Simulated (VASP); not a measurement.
Ir (fcc) is relaxed at rising pressure, each step from the one before. Symmetry mostly holds the structure type, and other phases were not tried. The mesh follows the cell, and a change of mesh leaves a small step in the series.

Here is the system:

Space group Fm-3m (No. 225); a = 3.873 Å, b = 3.873 Å, c = 3.873 Å, α = 90.00°, β = 90.00°, γ = 90.00°

| atom | site | symmetry | x | y | z |
|---|---|---|---|---|---|
| Ir | 4a | m-3m | 0.0000 | 0.0000 | 0.0000 |
(The calculation used a cell of 1 atom; values per cell refer to that cell.)

Level of theory: PBE GGA, VASP's PBE PAW potentials (set 64) (plane waves; VASP). Settings: 500 eV cut-off, 16×16×16 Γ-centred mesh, first-order Methfessel-Paxton smearing of 0.10 eV, potentials Ir.

Unless said otherwise, spin-orbit coupling is left out, though it shifts the bands of the heavy elements here.

```
P (GPa)  V (Å³/atom)  H − H(0) (eV/atom)  space group  gap on the mesh (eV)    k-mesh
-------  -----------  ------------------  -----------  --------------------  --------
0              14.53               0.000        Fm-3m                  0.00  16×16×16
5              14.33               0.450        Fm-3m                  0.00  16×16×16
10             14.15               0.895        Fm-3m                  0.00  16×16×16
20             13.82               1.767        Fm-3m                  0.00  16×16×16
30             13.53               2.620        Fm-3m                  0.00  16×16×16
45             13.14               3.856        Fm-3m                  0.00  17×17×17
```

Pressures at which the relaxation failed are left out.

The compound is Ir in the fcc structure.
